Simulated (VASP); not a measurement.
Here is the system:

```
GaAs
1.0
    0.00000     2.80375     2.80375
    2.80375     0.00000     2.80375
    2.80375     2.80375     0.00000
Ga As
1 1
Cartesian
  0.00000   0.00000   0.00000
  1.40188   1.40188   1.40188
```

All values below come from SCAN meta-GGA, VASP's PBE PAW potentials (set 64) (plane waves; VASP). Settings: 520 eV cut-off, 8×8×8 Γ-centred mesh, Gaussian smearing of 0.050 eV, potentials Ga_d As.

### Question
Predict the energy per atom (σ→0), pressure, band gap (on the k-mesh) with the smallest direct gap where there is one.

### Answer

- band gap (on the k-mesh): 0.91 eV
- smallest direct gap (on the k-mesh): 0.91 eV
- energy per atom (σ→0): -18643 meV/atom
- pressure: 2.42 GPa

Total energies compare only between runs with the same potentials, cut-off and functional.

The compound is GaAs in the zinc blende structure. This cell is one point of a volume scan, at 0.97 of the reference volume.
